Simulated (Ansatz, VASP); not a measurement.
One calculation of Be2N, two programs

The input INCAR:

```
SYSTEM = Be2N
PREC = Accurate ; ENCUT = 520
EDIFF = 1E-6 ; ISMEAR = 0
SIGMA = 0.1 ; LREAL = Auto
LASPH = .TRUE. ; NELM = 60
ALGO = Normal ; ISIF = 2
LWAVE = .FALSE. ; LCHARG = .FALSE.
GGA = PE ; NBANDS = 54
```

Contents of KPOINTS:

```
Automatic mesh
0
G
  6 6 1
  0 0 0
```

File POSCAR:

```
Be2N
1.0
    5.1181355800      0.0000000000      0.0000000000
   -2.5590677900      4.4324354300      0.0000000000
    0.0000000000      0.0000000000     16.7156783800
Be N
16 8
Direct
    0.0000000000      0.0000000000      0.0000000000
    0.6666666700      0.8333333300      0.1250000000
    0.1666666700      0.8333333300      0.1250000000
    0.1666666700      0.3333333300      0.1250000000
    0.0000000000      0.0000000000      0.5000000000
    0.8333333300      0.6666666700      0.6250000000
    0.8333333300      0.1666666700      0.6250000000
    0.3333333300      0.1666666700      0.6250000000
    0.6666666700      0.8333333300      0.3750000000
    0.1666666700      0.8333333300      0.3750000000
    0.1666666700      0.3333333300      0.3750000000
    0.8333333300      0.6666666700      0.8750000000
    0.8333333300      0.1666666700      0.8750000000
    0.3333333300      0.1666666700      0.8750000000
    0.3333333300      0.6666666700      0.2500000000
    0.6666666700      0.3333333300      0.7500000000
    0.0000000000      0.0000000000      0.0937500000
    0.0000000000      0.0000000000      0.5937500000
    0.0000000000      0.0000000000      0.4062500000
    0.0000000000      0.0000000000      0.9062500000
    0.3333333300      0.6666666700      0.1562500000
    0.6666666700      0.3333333300      0.6562500000
    0.3333333300      0.6666666700      0.3437500000
    0.6666666700      0.3333333300      0.8437500000
```

Input for Ansatz:

```yaml
crystal:
  lattice:
    - [5.11813558, 0.0, 0.0]
    - [-2.55906779, 4.43243543, 0.0]
    - [0.0, 0.0, 16.71567838]
  atoms:
    - { symbol: Be, position: [0.0, 0.0, 0.0] }
    - { symbol: Be, position: [0.66666667, 0.83333333, 0.125] }
    - { symbol: Be, position: [0.16666667, 0.83333333, 0.125] }
    - { symbol: Be, position: [0.16666667, 0.33333333, 0.125] }
    - { symbol: Be, position: [0.0, 0.0, 0.5] }
    - { symbol: Be, position: [0.83333333, 0.66666667, 0.625] }
    - { symbol: Be, position: [0.83333333, 0.16666667, 0.625] }
    - { symbol: Be, position: [0.33333333, 0.16666667, 0.625] }
    - { symbol: Be, position: [0.66666667, 0.83333333, 0.375] }
    - { symbol: Be, position: [0.16666667, 0.83333333, 0.375] }
    - { symbol: Be, position: [0.16666667, 0.33333333, 0.375] }
    - { symbol: Be, position: [0.83333333, 0.66666667, 0.875] }
    - { symbol: Be, position: [0.83333333, 0.16666667, 0.875] }
    - { symbol: Be, position: [0.33333333, 0.16666667, 0.875] }
    - { symbol: Be, position: [0.33333333, 0.66666667, 0.25] }
    - { symbol: Be, position: [0.66666667, 0.33333333, 0.75] }
    - { symbol: "N", position: [0.0, 0.0, 0.09375] }
    - { symbol: "N", position: [0.0, 0.0, 0.59375] }
    - { symbol: "N", position: [0.0, 0.0, 0.40625] }
    - { symbol: "N", position: [0.0, 0.0, 0.90625] }
    - { symbol: "N", position: [0.33333333, 0.66666667, 0.15625] }
    - { symbol: "N", position: [0.66666667, 0.33333333, 0.65625] }
    - { symbol: "N", position: [0.33333333, 0.66666667, 0.34375] }
    - { symbol: "N", position: [0.66666667, 0.33333333, 0.84375] }
basis:
  ecutwfc: 420
kpoints:
  mp_grid: { grid: [6, 6, 1] }
hamiltonian:
  xc: pbe
scf:
  occupations: { method: gaussian, width: 0.1 }
  lower_state_search: "off"
output:
  forces: true
  stress: true
  eigenvalues: true
```

Alike in both runs: task single point; functional PBE; k mesh 6 × 6 × 1; occupations gaussian, width 0.1 eV; no spin polarisation.

|  | VASP | Ansatz |
| --- | --- | --- |
| version | VASP 6.6.1 | Ansatz 0.2.0 |
| potentials or method | VASP PAW PBE potentials, release 64 (Be, N) | scalar-relativistic, plane waves, PAW |
| plane-wave cutoff (eV) | 520 | 420 |
| valence electrons in the cell | 72 | 72 |

|  | VASP | Ansatz | Ansatz less VASP |
| --- | --- | --- | --- |
| gap on the k mesh at the Fermi level (eV) | none | none | - |
| pressure (GPa) | 2.6 | 2.7 | +0.10 |
| largest component of the traceless stress (GPa) | 0.14 | 0.15 | +0.005 |
| rms of the force components (eV/Å) | 0.077 | 0.079 | +0.0013 |

Atom by atom the forces differ by 0.001 eV/Å (rms over components). A gap of «none» marks a metal or a gap that the smearing closes. With one functional, cell and mesh, what is left measures potentials, basis and numerics.

Caveats: the k mesh is coarse (spacing up to 0.38 Å⁻¹), so the values aren't converged.
